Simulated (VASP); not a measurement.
OSZICAR of a VASP run on Ti (hcp):

OSZICAR:
```
       N       E                     dE             d eps       ncg     rms          rms(c)
DAV:   1     0.245023763216E+03    0.24502E+03   -0.13333E+04  4320   0.191E+03
DAV:   2     0.120926886546E+02   -0.23293E+03   -0.23138E+03  4400   0.493E+02
DAV:   3    -0.155717204834E+02   -0.27664E+02   -0.27428E+02  8480   0.137E+02
DAV:   4    -0.165135918672E+02   -0.94187E+00   -0.94089E+00  4424   0.275E+01
DAV:   5    -0.165571137066E+02   -0.43522E-01   -0.43522E-01  6904   0.416E+00    0.148E+01
DAV:   6    -0.151222613865E+02    0.14349E+01   -0.49337E+00  5376   0.282E+01    0.464E+00
DAV:   7    -0.151301705384E+02   -0.79092E-02   -0.81919E-01  6496   0.864E+00    0.224E+00
DAV:   8    -0.151790595294E+02   -0.48889E-01   -0.28518E-01  4920   0.672E+00    0.783E-01
DAV:   9    -0.151702309265E+02    0.88286E-02   -0.49542E-02  5248   0.289E+00    0.117E-01
DAV:  10    -0.151706876782E+02   -0.45675E-03   -0.30849E-03  5880   0.492E-01    0.803E-02
DAV:  11    -0.151706498819E+02    0.37796E-04   -0.27032E-04  6136   0.159E-01    0.139E-02
DAV:  12    -0.151706477357E+02    0.21462E-05   -0.11234E-05  6080   0.374E-02    0.340E-03
DAV:  13    -0.151706469243E+02    0.81142E-06   -0.83127E-07  3080   0.138E-02
   1 F= -.98223518E+01 E0= -.98231299E+01  d E =-.982235E+01
       N       E                     dE             d eps       ncg     rms          rms(c)
DAV:   1    -0.151944842816E+02   -0.23837E-01   -0.14619E-01  5912   0.589E+00    0.597E-01
DAV:   2    -0.151902616348E+02    0.42226E-02   -0.16200E-02  5784   0.175E+00    0.203E-01
DAV:   3    -0.151898139546E+02    0.44768E-03   -0.47250E-03  6608   0.606E-01    0.860E-02
DAV:   4    -0.151899192121E+02   -0.10526E-03   -0.58786E-04  5528   0.265E-01    0.276E-02
DAV:   5    -0.151900048850E+02   -0.85673E-04   -0.33099E-04  6656   0.142E-01    0.390E-02
DAV:   6    -0.151900115890E+02   -0.67040E-05   -0.46273E-05  5536   0.762E-02    0.993E-03
DAV:   7    -0.151900121721E+02   -0.58307E-06   -0.80058E-06  5312   0.261E-02
   2 F= -.98223524E+01 E0= -.98231082E+01  d E =-.553156E-06
       N       E                     dE             d eps       ncg     rms          rms(c)
DAV:   1    -0.151813621646E+02    0.86494E-02   -0.38117E-02  5936   0.300E+00    0.304E-01
DAV:   2    -0.151802583114E+02    0.11039E-02   -0.41564E-03  5792   0.889E-01    0.104E-01
DAV:   3    -0.151801438012E+02    0.11451E-03   -0.12184E-03  6568   0.308E-01    0.437E-02
DAV:   4    -0.151801757462E+02   -0.31945E-04   -0.15711E-04  5504   0.136E-01    0.139E-02
DAV:   5    -0.151801979961E+02   -0.22250E-04   -0.87420E-05  6664   0.737E-02    0.200E-02
DAV:   6    -0.151802004573E+02   -0.24612E-05   -0.12326E-05  5072   0.393E-02    0.513E-03
DAV:   7    -0.151802011060E+02   -0.64871E-06   -0.19884E-06  3504   0.141E-02
   3 F= -.98224333E+01 E0= -.98232009E+01  d E =-.815297E-04
       N       E                     dE             d eps       ncg     rms          rms(c)
DAV:   1    -0.151764684944E+02    0.37320E-02   -0.33949E-02  4568   0.278E+00    0.194E-01
DAV:   2    -0.151760384390E+02    0.43006E-03   -0.24910E-03  4376   0.685E-01    0.955E-02
DAV:   3    -0.151758848265E+02    0.15361E-03   -0.74015E-04  7232   0.277E-01    0.324E-02
DAV:   4    -0.151758883280E+02   -0.35015E-05   -0.60004E-05  4840   0.106E-01    0.138E-02
DAV:   5    -0.151758903149E+02   -0.19869E-05   -0.12866E-05  6232   0.313E-02    0.729E-03
DAV:   6    -0.151758906786E+02   -0.36372E-06   -0.16869E-06  3216   0.185E-02
   4 F= -.98224941E+01 E0= -.98232329E+01  d E =-.607699E-04
```

Which electronic solver shows in the log?

It is blocked Davidson (ALGO = Normal, or the opening steps of other solvers). The INCAR had ALGO = Normal.

Can the final energy be trusted as converged?

Self-consistency was reached. It stopped with EDIFF = 1E-6, NELM = 100, NSW = 40 and EDIFFG = -0.02 after 4 ionic steps (PBE GGA, plane waves, VASP's PBE PAW potentials (set 64)).

The compound is Ti in the hcp structure. This run relaxes it under an external pressure of 30 GPa. Symmetry was kept, so distortions that lower it aren't found.
